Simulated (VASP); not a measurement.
Write the native input for VASP 6.6.1 that does the following.

```yaml
Task: single point
Functional: PBE
Potentials_or_basis: VASP PAW PBE potentials, release 64 (Sr_sv, S, O)
Cutoff: 520 eV
k_mesh: 5 × 5 × 5
Occupations: fermi-dirac, width 0.05 eV
Spin: no spin polarisation
Further_INCAR_settings: ALGO = Normal; EDIFF = 1e-07; NBANDS = 42
```

The structure of Sr4SO3 lies in POSCAR:

```
Sr4SO3
1.0
    5.4855310000      0.0000000000      0.0000000000
    0.0000000000      5.4855310000      0.0000000000
    0.0000000000      0.0000000000      5.4855310000
Sr S O
4 1 3
Direct
   -0.0032370000      0.4978670000      0.4932050000
    0.5045380000     -0.0064080000      0.5047050000
    0.5129430000      0.4974360000      0.0011850000
   -0.0129550000     -0.0071910000     -0.0064680000
    0.4989810000      0.4972700000      0.4970010000
   -0.0054810000     -0.0075910000      0.5032980000
    0.0074270000      0.5044910000     -0.0141740000
    0.5055480000     -0.0066010000      0.0063980000
```

The cell comes from a database or a generator and needn't be the stable form of this composition.

The cell isn't the ideal one: atoms moved at random, drawn with an rms of 0.05 Å.

One way to write it, as run:

INCAR

```
ALGO = Normal
EDIFF = 1E-7
ENCUT = 520
GGA = PE
ISIF = 2
ISMEAR = -1
LASPH = True
LCHARG = False
LREAL = False
LWAVE = False
NBANDS = 42
NELM = 100
PREC = Accurate
SIGMA = 0.05
```

KPOINTS

```
k-points
0
Gamma
  5 5 5
```

Potentials or basis: VASP PAW PBE potentials, release 64 (Sr_sv, S, O).

Command:

```sh
$ cat potpaw_PBE.64/Sr_sv/POTCAR potpaw_PBE.64/S/POTCAR potpaw_PBE.64/O/POTCAR > POTCAR
$ mpirun -np 1 vasp_std > vasp.out
```

Results of the run:

```yaml
Pressure: 0.3 GPa
Largest_force: 0.418 eV/Å
Band_gap_on_the_k_mesh: 2.68 eV, direct
```

Caveat: an odd mesh through Γ misses points on the zone boundary, where band edges often lie.

It took 4 min on 1 thread of Intel(R) Xeon(R) 6975P-C (Granite Rapids), with other jobs on the host, peak memory 0.49 GiB.
